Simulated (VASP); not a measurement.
A convergence study with VASP on NiAl (CsCl type): one setting is varied, all else stays as given below, so the limit is that of these other settings.

```xyz
2
Lattice="2.8900 0.0000 0.0000 0.0000 2.8900 0.0000 0.0000 0.0000 2.8900" Properties=species:S:1:pos:R:3 pbc="T T T"
Al     1.4450     1.4450     1.4450
Ni     0.0000     0.0000     0.0000
```

All values below come from PBE GGA, VASP's PBE PAW potentials (set 64) (plane waves; VASP). The tightest run used: 550 eV cut-off, 22×22×22 Γ-centred mesh, first-order Methfessel-Paxton smearing of 0.10 eV, potentials Al Ni.

Q: The settings run are 1×1×1 mesh; 2×2×2 mesh; 3×3×3 mesh; 4×4×4 mesh; 5×5×5 mesh; 6×6×6 mesh; 8×8×8 mesh; 9×9×9 mesh; 10×10×10 mesh; 11×11×11 mesh; 12×12×12 mesh; 13×13×13 mesh; 15×15×15 mesh; 16×16×16 mesh; 17×17×17 mesh; 18×18×18 mesh; 19×19×19 mesh; 21×21×21 mesh; 22×22×22 mesh. From which on does the stress (every component) stay within 0.1 GPa of the tightest run?

A: From 15×15×15 mesh on: it is off by 0.01 there and by no more than 0.1 in any finer run, while 13×13×13 mesh is off by 0.13.
```json
[
 {"setting": "1×1×1 mesh", "E (eV/atom)": "-3.8118", "pressure (GPa)": "8.62", "irreducible k-points": "1", "difference judged (GPa)": "8.14"},
 {"setting": "2×2×2 mesh", "E (eV/atom)": "-5.2814", "pressure (GPa)": "3.34", "irreducible k-points": "4", "difference judged (GPa)": "2.86"},
 {"setting": "3×3×3 mesh", "E (eV/atom)": "-5.1788", "pressure (GPa)": "1.24", "irreducible k-points": "4", "difference judged (GPa)": "0.76"},
 {"setting": "4×4×4 mesh", "E (eV/atom)": "-5.2869", "pressure (GPa)": "-0.37", "irreducible k-points": "10", "difference judged (GPa)": "0.86"},
 {"setting": "5×5×5 mesh", "E (eV/atom)": "-5.2475", "pressure (GPa)": "1.35", "irreducible k-points": "10", "difference judged (GPa)": "0.86"},
 {"setting": "6×6×6 mesh", "E (eV/atom)": "-5.2543", "pressure (GPa)": "0.71", "irreducible k-points": "20", "difference judged (GPa)": "0.23"},
 {"setting": "8×8×8 mesh", "E (eV/atom)": "-5.2667", "pressure (GPa)": "0.59", "irreducible k-points": "35", "difference judged (GPa)": "0.11"},
 {"setting": "9×9×9 mesh", "E (eV/atom)": "-5.2671", "pressure (GPa)": "0.35", "irreducible k-points": "35", "difference judged (GPa)": "0.13"},
 {"setting": "10×10×10 mesh", "E (eV/atom)": "-5.2715", "pressure (GPa)": "0.34", "irreducible k-points": "56", "difference judged (GPa)": "0.14"},
 {"setting": "11×11×11 mesh", "E (eV/atom)": "-5.2672", "pressure (GPa)": "0.73", "irreducible k-points": "56", "difference judged (GPa)": "0.25"},
 {"setting": "12×12×12 mesh", "E (eV/atom)": "-5.2682", "pressure (GPa)": "0.53", "irreducible k-points": "84", "difference judged (GPa)": "0.05"},
 {"setting": "13×13×13 mesh", "E (eV/atom)": "-5.2714", "pressure (GPa)": "0.35", "irreducible k-points": "84", "difference judged (GPa)": "0.13"},
 {"setting": "15×15×15 mesh", "E (eV/atom)": "-5.2682", "pressure (GPa)": "0.49", "irreducible k-points": "120", "difference judged (GPa)": "0.01"},
 {"setting": "16×16×16 mesh", "E (eV/atom)": "-5.2695", "pressure (GPa)": "0.47", "irreducible k-points": "165", "difference judged (GPa)": "0.01"},
 {"setting": "17×17×17 mesh", "E (eV/atom)": "-5.2690", "pressure (GPa)": "0.47", "irreducible k-points": "165", "difference judged (GPa)": "0.01"},
 {"setting": "18×18×18 mesh", "E (eV/atom)": "-5.2695", "pressure (GPa)": "0.48", "irreducible k-points": "220", "difference judged (GPa)": "0.00"},
 {"setting": "19×19×19 mesh", "E (eV/atom)": "-5.2695", "pressure (GPa)": "0.47", "irreducible k-points": "220", "difference judged (GPa)": "0.02"},
 {"setting": "21×21×21 mesh", "E (eV/atom)": "-5.2691", "pressure (GPa)": "0.47", "irreducible k-points": "286", "difference judged (GPa)": "0.01"},
 {"setting": "22×22×22 mesh", "E (eV/atom)": "-5.2695", "pressure (GPa)": "0.48", "irreducible k-points": "364", "difference judged (GPa)": "0.00"}
]
```

Left out are rungs that failed or repeat a setting and relaxations that didn't move; long series are thinned to 24 rows.

The compound is NiAl in the CsCl type structure. The cell was not relaxed at this level. The run is not spin-polarised, so no magnetic state was tried. The electron count is odd and the run is not spin-polarised, which forces a metal.
